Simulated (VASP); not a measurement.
A convergence study with VASP on Al (fcc): a few settings are varied, all else stays as given below, so the limit is that of these other settings.

```xyz
1
Lattice="0.0000 2.0250 2.0250 2.0250 0.0000 2.0250 2.0250 2.0250 0.0000" Properties=species:S:1:pos:R:3 pbc="T T T"
Al     0.0000     0.0000     0.0000
```

Method: LDA (Ceperley-Alder, Perdew-Zunger), VASP's LDA PAW potentials (set 64) (plane waves; VASP). The last row used: 550 eV cut-off, 23×23×23 Γ-centred mesh, second-order Methfessel-Paxton smearing of 0.40 eV, potentials Al.

| setting | E (eV/atom) | pressure (GPa) | irreducible k-points |
|---|---|---|---|
| ISMEAR = -1, SIGMA = 0.01, 8×8×8 mesh | -4.1753 | -3.69 | 29 |
| ISMEAR = -1, SIGMA = 0.2, 8×8×8 mesh | -4.1765 | -3.55 | 29 |
| ISMEAR = 0, SIGMA = 0.01, 8×8×8 mesh | -4.1750 | -3.69 | 29 |
| ISMEAR = 0, SIGMA = 0.2, 8×8×8 mesh | -4.1775 | -3.69 | 29 |
| ISMEAR = 1, SIGMA = 0.01, 8×8×8 mesh | -4.1750 | -3.69 | 29 |
| ISMEAR = 1, SIGMA = 0.2, 8×8×8 mesh | -4.1766 | -3.71 | 29 |
| ISMEAR = 2, SIGMA = 0.01, 8×8×8 mesh | -4.1749 | -3.69 | 29 |
| ISMEAR = 2, SIGMA = 0.2, 8×8×8 mesh | -4.1761 | -3.68 | 29 |
| ISMEAR = -1, SIGMA = 0.05, 17×17×17 mesh | -4.1842 | -3.71 | 165 |
| ISMEAR = -1, SIGMA = 0.2, 17×17×17 mesh | -4.1843 | -3.51 | 165 |
| ISMEAR = 0, SIGMA = 0.05, 17×17×17 mesh | -4.1839 | -3.69 | 165 |
| ISMEAR = 0, SIGMA = 0.2, 17×17×17 mesh | -4.1846 | -3.70 | 165 |
| ISMEAR = 1, SIGMA = 0.05, 17×17×17 mesh | -4.1839 | -3.67 | 165 |
| ISMEAR = 1, SIGMA = 0.2, 17×17×17 mesh | -4.1842 | -3.73 | 165 |
| ISMEAR = 2, SIGMA = 0.05, 17×17×17 mesh | -4.1839 | -3.66 | 165 |
| ISMEAR = 2, SIGMA = 0.2, 17×17×17 mesh | -4.1841 | -3.72 | 165 |
| ISMEAR = -1, SIGMA = 0.05, 23×23×23 mesh | -4.1813 | -3.67 | 364 |
| ISMEAR = -1, SIGMA = 0.4, 23×23×23 mesh | -4.1824 | -2.93 | 364 |
| ISMEAR = 0, SIGMA = 0.05, 23×23×23 mesh | -4.1813 | -3.71 | 364 |
| ISMEAR = 0, SIGMA = 0.4, 23×23×23 mesh | -4.1816 | -3.57 | 364 |
| ISMEAR = 1, SIGMA = 0.05, 23×23×23 mesh | -4.1813 | -3.74 | 364 |
| ISMEAR = 1, SIGMA = 0.4, 23×23×23 mesh | -4.1812 | -3.69 | 364 |
| ISMEAR = 2, SIGMA = 0.05, 23×23×23 mesh | -4.1813 | -3.75 | 364 |
| ISMEAR = 2, SIGMA = 0.4, 23×23×23 mesh | -4.1811 | -3.69 | 364 |

Left out are rungs that failed or repeat a setting and relaxations that didn't move; long series are thinned to 24 rows.

The compound is Al in the fcc structure. The cell was not relaxed at this level.
